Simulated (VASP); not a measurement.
Calculation: PBEsol GGA, VASP's PBE PAW potentials (set 64) (plane waves; VASP 6.6.1).

Input for VASP

### INCAR
```
SYSTEM  =  HfO2
PREC  =  Accurate; ENCUT  =  520; LREAL  =  .FALSE.
LASPH  =  .TRUE.
EDIFF  =  1E-6; NELM  =  100; ALGO  =  Normal
LMAXMIX  =  6
ISMEAR  =  0; SIGMA  =  0.05
GGA  =  PS
IBRION  =  2; NSW  =  60; ISIF  =  3
EDIFFG  =  -0.01
LWAVE  =  .FALSE.; LCHARG  =  .FALSE.
```

File KPOINTS:
```
Automatic mesh
0
Gamma
 8 8 8
0 0 0
```

POSCAR:
```
HfO2
1.0
  0.0000000000   2.5400000000   2.5400000000
  2.5400000000   0.0000000000   2.5400000000
  2.5400000000   2.5400000000   0.0000000000
Hf O
1 2
Cart
  0.0000000000   0.0000000000   0.0000000000
  1.2700000000   1.2700000000   1.2700000000
  3.8100000000   3.8100000000   3.8100000000
```

POTCAR, in this order: Hf_pv O (PBE.64 set). Program: vasp_std.

Output

File OSZICAR:
```
       N       E                     dE             d eps       ncg     rms          rms(c)
DAV:   1     0.100626771980E+03    0.10063E+03   -0.12947E+04   870   0.145E+03
DAV:   2    -0.329514129089E+02   -0.13358E+03   -0.13156E+03  1129   0.326E+02
DAV:   3    -0.368494794301E+02   -0.38981E+01   -0.38952E+01  1094   0.539E+01
DAV:   4    -0.368735137813E+02   -0.24034E-01   -0.24029E-01  1115   0.458E+00
DAV:   5    -0.368737091264E+02   -0.19535E-03   -0.19534E-03  1087   0.373E-01    0.488E+01
DAV:   6    -0.317913763444E+02    0.50823E+01   -0.27336E+01   968   0.364E+01    0.431E+01
DAV:   7    -0.316570570410E+02    0.13432E+00   -0.77253E-01  1066   0.826E+00    0.285E+01
DAV:   8    -0.316170287877E+02    0.40028E-01   -0.22685E-01  1094   0.492E+00    0.550E+00
DAV:   9    -0.316059322914E+02    0.11096E-01   -0.39828E-02  1031   0.186E+00    0.180E+00
DAV:  10    -0.316057353517E+02    0.19694E-03   -0.38672E-03  1198   0.486E-01    0.274E-01
DAV:  11    -0.316057138075E+02    0.21544E-04   -0.21639E-04  1024   0.124E-01    0.186E-01
DAV:  12    -0.316057160901E+02   -0.22826E-05   -0.25040E-05  1144   0.396E-02    0.276E-02
DAV:  13    -0.316057163838E+02   -0.29374E-06   -0.14397E-06   827   0.984E-03
   1 F= -.31605716E+02 E0= -.31605716E+02  d E =-.316057E+02
       N       E                     dE             d eps       ncg     rms          rms(c)
DAV:   1    -0.324157190255E+02   -0.81000E+00   -0.22007E+01   975   0.466E+01    0.152E+01
DAV:   2    -0.316875758570E+02    0.72814E+00   -0.30520E+00   940   0.136E+01    0.494E+00
DAV:   3    -0.315793397517E+02    0.10824E+00   -0.14043E-01  1031   0.366E+00    0.314E+00
DAV:   4    -0.315570775768E+02    0.22262E-01   -0.73482E-02  1087   0.239E+00    0.227E+00
DAV:   5    -0.315574675743E+02   -0.39000E-03   -0.91498E-03  1059   0.685E-01    0.126E+00
DAV:   6    -0.315567523495E+02    0.71522E-03   -0.29472E-03   996   0.379E-01    0.990E-02
DAV:   7    -0.315567591156E+02   -0.67662E-05   -0.96217E-05  1045   0.894E-02    0.248E-02
DAV:   8    -0.315567566948E+02    0.24209E-05   -0.20147E-05  1080   0.336E-02    0.225E-02
DAV:   9    -0.315567564858E+02    0.20897E-06   -0.86442E-07   610   0.913E-03
   2 F= -.31556756E+02 E0= -.31556756E+02  d E =0.489599E-01
       N       E                     dE             d eps       ncg     rms          rms(c)
DAV:   1    -0.319520937732E+02   -0.39534E+00   -0.79292E+00   947   0.275E+01    0.958E+00
DAV:   2    -0.316887043846E+02    0.26339E+00   -0.11822E+00   919   0.845E+00    0.307E+00
DAV:   3    -0.316477717860E+02    0.40933E-01   -0.60548E-02  1024   0.219E+00    0.201E+00
DAV:   4    -0.316388722310E+02    0.88996E-02   -0.31549E-02  1101   0.153E+00    0.137E+00
DAV:   5    -0.316388296964E+02    0.42535E-04   -0.66820E-04   996   0.221E-01    0.104E+00
DAV:   6    -0.316387471021E+02    0.82594E-04   -0.58412E-04  1115   0.150E-01    0.158E-01
DAV:   7    -0.316387351507E+02    0.11951E-04   -0.94567E-05   954   0.672E-02    0.516E-02
DAV:   8    -0.316387346940E+02    0.45672E-06   -0.22045E-06   879   0.135E-02
   3 F= -.31638735E+02 E0= -.31638735E+02  d E =-.330183E-01
```

### OUTCAR
```
------------------------ aborting loop because EDIFF is reached ----------------------------------------
  FORCE on cell =-STRESS in cart. coord.  units (eV):
  Direction    XX          YY          ZZ          XY          YZ          ZX
  --------------------------------------------------------------------------------------
  Total       -0.0160466     -0.0160466     -0.0160466     -0.0000000      0.0000000     -0.0000000
  in kB       -0.8124149     -0.8124149     -0.8124149     -0.0000000      0.0000000     -0.0000000
  external PRESSURE =      -0.8124149 kB  Pullay stress =       0.0000000 kB
  volume of cell :       31.65
      direct lattice vectors                 reciprocal lattice vectors
     0.000000000  2.510510924  2.510510924    -0.199162647  0.199162647  0.199162647
     2.510510924  0.000000000  2.510510924     0.199162647 -0.199162647  0.199162647
     2.510510924  2.510510924 -0.000000000     0.199162647  0.199162647 -0.199162647
 POSITION                                       TOTAL-FORCE (eV/Angst)
 -----------------------------------------------------------------------------------
      0.00000      0.00000      0.00000         0.000000      0.000000     -0.000000
      1.25526      1.25526      1.25526         0.000000      0.000000     -0.000000
      3.76577      3.76577      3.76577        -0.000000     -0.000000      0.000000
 -----------------------------------------------------------------------------------
    total drift:                                0.000000      0.000000      0.000000
  FREE ENERGIE OF THE ION-ELECTRON SYSTEM (eV)
  ---------------------------------------------------
  free  energy   TOTEN  =       -31.6387346940 eV

  energy  without entropy=      -31.6387346940  energy(sigma->0) =      -31.63873469

 reached required accuracy - stopping structural energy minimisation
```
(Selected blocks of OUTCAR.)

**CONTCAR**
```
HfO2
   1.00000000000000
     0.0000000000000000    2.5105109237431091    2.5105109237431091
     2.5105109237431091    0.0000000000000000    2.5105109237431091
     2.5105109237431091    2.5105109237431091   -0.0000000000000000
  Hf              O
     1     2
Direct
     0.0000000000000000    0.0000000000000000    0.0000000000000000
     0.2500000000000000    0.2500000000000000    0.2500000000000000
     0.7500000000000000    0.7500000000000000    0.7500000000000000
```

Energy and stress use the plane-wave basis of the starting cell.

The compound is HfO2 in the fluorite structure, the high-temperature cubic form, which is unstable at 0 K; the monoclinic form is the stable one. This run relaxes it. Symmetry was kept, so distortions that lower it aren't found.
